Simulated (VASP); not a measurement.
A run of VASP 6.6.1:

The input INCAR:

```
SYSTEM = Ta
ALGO = Normal
EDIFF = 1E-7
ENCUT = 520
GGA = CA
ISIF = 2
ISMEAR = 0
LASPH = .True.
LCHARG = .False.
LREAL = .False.
LWAVE = .False.
NBANDS = 12
NELM = 100
PREC = Accurate
SIGMA = 0.15
```

The input KPOINTS:

```
k-points
0
Gamma
  22 22 22
  0 0 0
```

File POSCAR:

```
Ta
1.0
   -0.8737478697      1.7474957394      1.7474957394
    1.7474957394     -0.8737478697      1.7474957394
    1.7474957394      1.7474957394     -0.8737478697
Ta
1
Direct
    0.0000000000      0.0000000000      0.0000000000
```

Potentials or basis: VASP PAW LDA potentials, release 64 (Ta_pv).

Command:

```sh
$ cat potpaw_LDA.64/Ta_pv/POTCAR > POTCAR
$ mpirun -np 1 vasp_std > vasp.out
```

Hardware: 1 thread of Intel(R) Xeon(R) 6975P-C (Granite Rapids), with other jobs on the host.

Task: Estimate the wall time of this run.

Result: Wall time 18 s on 1 thread of Intel(R) Xeon(R) 6975P-C (Granite Rapids) (shared host), peak memory 0.18 GiB. Counts: scf iterations 11, k points 364.
